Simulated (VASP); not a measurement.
The system is SnO2.

```
Sn O
1.0
     4.83014    0.00000    0.00000
     0.00000    4.83014    0.00000
     0.00000    0.00000    3.24224
Sn O
2 4
Direct
  0.50000 0.50000 0.50000
  0.00000 0.00000 0.00000
  0.19345 0.80655 0.50000
  0.80655 0.19345 0.50000
  0.30655 0.30655 0.00000
  0.69345 0.69345 0.00000
```

The cell is a database's computed one.

Base run:

- Program: VASP 6.6.1
- Functional: r2SCAN
- Potentials or basis: VASP PAW PBE potentials, release 64 (Sn_d, O)
- Cutoff: 450 eV
- k mesh: 8 × 8 × 10
- Occupations: gaussian, width 0.02 eV
- Spin: no spin polarisation

Its results: band gap on the k mesh 1.32 eV, direct.

The run is repeated on the same cell with these changes: functional from r2SCAN to PBE; cutoff from 450 eV to 600 eV. What comes out?

Band gap on the k mesh 0.64 eV, direct.

r2SCAN gives the wider gap, since meta-GGAs in the generalised Kohn-Sham scheme recover part of the derivative discontinuity.

Caveats: spin-orbit coupling is left out, which moves the levels of the heavy elements.
